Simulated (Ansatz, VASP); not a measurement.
# ZnS (Wurtzite-2H) in two plane-wave programs, part 3 of 3

Aim: how closely do two programs agree when they are given the same cell, functional and k mesh? The cell is taken from a series of runs on this material, whose earlier steps may have relaxed, scaled, displaced or heated it; both programs get it as it stands.

VASP 6.6.1 and Ansatz 0.2.0.

So far: Starting point; Ansatz: zone-centre phonons, PBE; VASP: zone-centre phonons, PBE.

## Step 3: VASP: zone-centre phonons, PBE (continued)

Level of this step: PBE; plane waves and PAW (S, Zn) (VASP).

Numbers of over 12 decimals in the logs are rounded to 6 here.

From OUTCAR (step 3):

```text
ion  position               nearest neighbor table
   1  0.333  0.667  0.380-   4 2.35   4 2.35   4 2.35   3 2.35
   2  0.667  0.333  0.880-   3 2.35   3 2.35   3 2.35   4 2.35
   3  0.333  0.667  0.005-   2 2.35   2 2.35   2 2.35   1 2.35
   4  0.667  0.333  0.505-   1 2.35   1 2.35   1 2.35   2 2.35

  LATTYP: Found a hexagonal cell.
 ALAT       =     3.8320031465
 C/A-ratio  =     1.6403515274

 Subroutine GETGRP returns: Found 12 space group operations
 (whereof  6 operations were pure point group operations)

The static configuration has the point symmetry C_3v.
 The point group associated with its full space group is C_6v.

 Found     95 irreducible k-points:

   k-points           NKPTS =     95   k-points in BZ     NKDIM =     95   number of bands    NBANDS=     24

   dimension x,y,z NGX =    28 NGY =   28 NGZ =   48
   dimension x,y,z NGXF=    56 NGYF=   56 NGZF=   96

   ENCUT  =  500.0 eV  36.75 Ry    6.06 a.u.   6.99  6.99 11.46*2*pi/ulx,y,z

   NELECT =      36.0000    total number of electrons

 k-points in reciprocal lattice and weights: Automatic mesh
   0.00000000  0.00000000  0.00000000       0.001
   0.08333333  0.00000000  0.00000000       0.005
   0.16666667  0.00000000  0.00000000       0.005
   0.25000000  0.00000000  0.00000000       0.005
   0.33333333  0.00000000  0.00000000       0.005
   0.41666667  0.00000000  0.00000000       0.005
   0.50000000  0.00000000  0.00000000       0.003
   0.08333333  0.08333333  0.00000000       0.005
   0.16666667  0.08333333  0.00000000       0.010
[...]
-1.916001573  3.318612072  0.000000000     0.000000000  0.301330791  0.000000000
     0.000000000  0.000000000  6.285832214     0.000000000  0.000000000  0.159087924

 POSITION                                       TOTAL-FORCE (eV/Angst)
 -----------------------------------------------------------------------------------
      0.00000      2.21241      2.38675         0.000000     -0.000000     -0.000341
      1.91600      1.10620      5.52966         0.000000     -0.000000     -0.000341
      0.00000      2.21241      0.03330         0.000000      0.000000      0.000341
      1.91600      1.10620      3.17621        -0.000000      0.000000      0.000341
 -----------------------------------------------------------------------------------
    total drift:                               -0.000000     -0.000001     -0.000151

 MACROSCOPIC STATIC DIELECTRIC TENSOR (including local field effects in DFT)
 ------------------------------------------------------
           5.802684     0.000000     0.000000
           0.000000     5.802684    -0.000000
          -0.000000     0.000000     5.915351
 ------------------------------------------------------

 PIEZOELECTRIC TENSOR (including local field effects)  for field in x, y, z        (C/m^2)
          XX          YY          ZZ          XY          YZ          ZX
  --------------------------------------------------------------------------------
  x     0.00000     0.00000     0.00000    -0.00000     0.00000     0.37790
  y    -0.00000     0.00000     0.00000     0.00000     0.37790     0.00000
  z     0.36292     0.36292    -0.75582     0.00000     0.00000     0.00000

 BORN EFFECTIVE CHARGES (including local field effects) (in |e|, cummulative output)
 ---------------------------------------------------------------------------------
 ion    1
    1    -1.96511    -0.00000     0.00000
    2    -0.00000    -1.96511     0.00000
    3     0.00000     0.00000    -2.06789
 ion    2
    1    -1.96511    -0.00000     0.00000
    2    -0.00000    -1.96511     0.00000
    3     0.00000    -0.00000    -2.06789
 ion    3
    1     1.96511     0.00000    -0.00000
    2     0.00000     1.96511     0.00000
    3    -0.00000    -0.00000     2.06789
 ion    4
    1     1.96511     0.00000     0.00000
    2     0.00000     1.96511    -0.00000
    3     0.00000     0.00000     2.06789

 Eigenvectors and eigenvalues of the dynamical matrix
 ----------------------------------------------------

   1 f  =    9.786180 THz    61.488381 2PiTHz  326.431820 cm-1    40.472369 meV
             X         Y         Z           dx          dy          dz
      0.000000  2.212408  2.386747    -0.000000   -0.000000    0.696297
      1.916002  1.106204  5.529664    -0.000000    0.000000   -0.696297
      0.000000  2.212408  0.033298     0.000000    0.000000   -0.123166
      1.916002  1.106204  3.176214     0.000000    0.000000    0.123166

   2 f  =    8.212174 THz    51.598612 2PiTHz  273.928644 cm-1    33.962808 meV
             X         Y         Z           dx          dy          dz
      0.000000  2.212408  2.386747     0.568906    0.232676    0.000000
      1.916002  1.106204  5.529664    -0.568906   -0.232676   -0.000000
      0.000000  2.212408  0.033298     0.323566    0.132335   -0.000000
      1.916002  1.106204  3.176214    -0.323566   -0.132335    0.000000

   3 f  =    8.212174 THz    51.598612 2PiTHz  273.928644 cm-1    33.962808 meV
             X         Y         Z           dx          dy          dz
      0.000000  2.212408  2.386747    -0.232676    0.568906    0.000000
      1.916002  1.106204  5.529664     0.232676   -0.568906    0.000000
      0.000000  2.212408  0.033298    -0.132335    0.323566   -0.000000
      1.916002  1.106204  3.176214     0.132335   -0.323566   -0.000000

   4 f  =    8.037813 THz    50.503069 2PiTHz  268.112587 cm-1    33.241709 meV
             X         Y         Z           dx          dy          dz
      0.000000  2.212408  2.386747    -0.536860   -0.219571   -0.000000
      1.916002  1.106204  5.529664    -0.536860   -0.219571    0.000000
      0.000000  2.212408  0.033298     0.374340    0.153101    0.000000
      1.916002  1.106204  3.176214     0.374340    0.153101   -0.000000

   5 f  =    8.037813 THz    50.503069 2PiTHz  268.112587 cm-1    33.241709 meV
             X         Y         Z           dx          dy          dz
      0.000000  2.212408  2.386747    -0.219571    0.536860    0.000000
      1.916002  1.106204  5.529664    -0.219571    0.536860    0.000000
      0.000000  2.212408  0.033298     0.153101   -0.374340   -0.000000
      1.916002  1.106204  3.176214     0.153101   -0.374340   -0.000000

   6 f  =    7.882328 THz    49.526126 2PiTHz  262.926153 cm-1    32.598674 meV
             X         Y         Z           dx          dy          dz
      0.000000  2.212408  2.386747     0.000000   -0.000000    0.579097
      1.916002  1.106204  5.529664    -0.000000   -0.000000    0.579097
      0.000000  2.212408  0.033298     0.000000    0.000000   -0.405767
      1.916002  1.106204  3.176214    -0.000000    0.000000   -0.405767

   7 f  =    5.684831 THz    35.718846 2PiTHz  189.625548 cm-1    23.510561 meV
             X         Y         Z           dx          dy          dz
      0.000000  2.212408  2.386747    -0.000000   -0.000000   -0.123166
      1.916002  1.106204  5.529664    -0.000000    0.000000    0.123166
      0.000000  2.212408  0.033298     0.000000   -0.000000   -0.696297
      1.916002  1.106204  3.176214    -0.000000   -0.000000    0.696297

   8 f  =    2.004863 THz    12.596926 2PiTHz   66.875031 cm-1     8.291443 meV
             X         Y         Z           dx          dy          dz
      0.000000  2.212408  2.386747     0.323564    0.132339   -0.000000
      1.916002  1.106204  5.529664    -0.323564   -0.132339    0.000000
      0.000000  2.212408  0.033298    -0.568903   -0.232684    0.000000
      1.916002  1.106204  3.176214     0.568903    0.232684    0.000000

   9 f  =    2.004863 THz    12.596926 2PiTHz   66.875031 cm-1     8.291443 meV
             X         Y         Z           dx          dy          dz
      0.000000  2.212408  2.386747    -0.132339    0.323564   -0.000000
      1.916002  1.106204  5.529664     0.132339   -0.323564   -0.000000
      0.000000  2.212408  0.033298     0.232684   -0.568903   -0.000000
      1.916002  1.106204  3.176214    -0.232684    0.568903   -0.000000

  10 f/i=    0.002205 THz     0.013856 2PiTHz    0.073561 cm-1     0.009120 meV
             X         Y         Z           dx          dy          dz
      0.000000  2.212408  2.386747     0.000000   -0.000000    0.405767
      1.916002  1.106204  5.529664     0.000000   -0.000000    0.405767
      0.000000  2.212408  0.033298     0.000000   -0.000000    0.579097
      1.916002  1.106204  3.176214     0.000000   -0.000000    0.579097

  11 f/i=    0.016180 THz     0.101659 2PiTHz    0.539692 cm-1     0.066913 meV
             X         Y         Z           dx          dy          dz
      0.000000  2.212408  2.386747    -0.076021    0.397229    0.000000
      1.916002  1.106204  5.529664    -0.076021    0.397229    0.000000
      0.000000  2.212408  0.033298    -0.109026    0.569687    0.000000
      1.916002  1.106204  3.176214    -0.109026    0.569687    0.000000

  12 f/i=    0.016180 THz     0.101659 2PiTHz    0.539692 cm-1     0.066913 meV
             X         Y         Z           dx          dy          dz
      0.000000  2.212408  2.386747    -0.397229   -0.076021    0.000000
      1.916002  1.106204  5.529664    -0.397229   -0.076021    0.000000
      0.000000  2.212408  0.033298    -0.569687   -0.109026    0.000000
      1.916002  1.106204  3.176214    -0.569687   -0.109026    0.000000

 MACROSCOPIC STATIC DIELECTRIC TENSOR IONIC CONTRIBUTION
 ------------------------------------------------------
           3.078495     0.000000    -0.000000
           0.000000     3.078495    -0.000000
          -0.000000    -0.000000     3.538860
 ------------------------------------------------------

 ELASTIC MODULI CONTR FROM IONIC RELAXATION (kBar)
 Direction    XX          YY          ZZ          XY          YZ          ZX
 --------------------------------------------------------------------------------
 XX        -270.9809    120.0714    136.1200     -0.0000      0.0000     -0.0000
 YY         120.0714   -270.9809    136.1200     -0.0000     -0.0000      0.0000
 ZZ         136.1200    136.1200   -245.5600      0.0000     -0.0000     -0.0000
 XY          -0.0000     -0.0000      0.0000   -195.5261      0.0000      0.0000
 YZ           0.0000     -0.0000     -0.0000      0.0000    -66.9761     -0.0000
 ZX          -0.0000      0.0000     -0.0000      0.0000     -0.0000    -80.3179
 --------------------------------------------------------------------------------

 PIEZOELECTRIC TENSOR IONIC CONTR  for field in x, y, z        (C/m^2)
          XX          YY          ZZ          XY          YZ          ZX
  --------------------------------------------------------------------------------
  x    -0.00000     0.00000    -0.00000     0.00000    -0.00000    -0.46789
  y     0.00000    -0.00000    -0.00000     0.00000    -0.42727    -0.00000
  z    -0.48624    -0.48624     0.87717    -0.00000     0.00000     0.00000
```

## Step 4: Side by side

Known differences besides the potentials themselves: fixed occupations in Ansatz, narrow Gaussian smearing in VASP; VASP's response is taken on the typed mesh, Ansatz refines its own for the field response alone; the cutoff is 420 eV in Ansatz and 500 eV in VASP. Total energies have different zeros and are not compared.

Both answers:

```csv
quantity,Ansatz,VASP,difference
ε∞ xx,5.81,5.80,+0.19 %
ε∞ yy,5.81,5.80,+0.19 %
ε∞ zz,5.93,5.92,+0.24 %
Born charge of S1 (mean of the diagonal) (e),-1.98,-2.00,+0.02
Born charge of Zn3 (mean of the diagonal) (e),1.98,2.00,-0.02
optical mode 1 to 2 (cm⁻¹),69.5,66.9,+3.88 %
optical mode 3 (cm⁻¹),189.5,189.6,-0.09 %
optical mode 4 (cm⁻¹),262.1,262.9,-0.33 %
optical mode 5 to 6 (cm⁻¹),267.4,268.1,-0.25 %
optical mode 7 to 8 (cm⁻¹),273.1,273.9,-0.30 %
optical mode 9 (cm⁻¹),325.9,326.4,-0.16 %
```

Modes are paired by rising frequency, not by their patterns, so a pair may set unlike modes beside each other; they are those without the splitting of longitudinal modes.

## Step 5: Summary of results

```
r.m.s. difference of the optical zone-centre modes, each program's sorted by frequency (zone-centre phonons, PBE) : 1.4 cm⁻¹
difference in optical mode 1 to 2 (zone-centre phonons, PBE)                                                      : +3.9 %
```

**Reading.** The r.m.s. difference of the optical zone-centre modes, each program's sorted by frequency is 1.4 cm⁻¹ (zone-centre phonons, PBE). Among the rows given in per cent, the largest difference of the zone-centre phonons, PBE pair is in optical mode 1 to 2, +3.9 %. How closely two codes agree says nothing of how well the functional describes the real material.

[Lines on the potential files, build, host, timing and source positions are cut from VASP's logs without a mark.]

[Logs are printed without paths, hosts, clocks, repeated set-up lines and the standing remarks that a program may print on its own settings, such as how far it seeks lower states.]

[Hosts, paths, dates, database ids (printed as entryN), source tags and the programs' standing remarks are cut or masked in the printed files.]
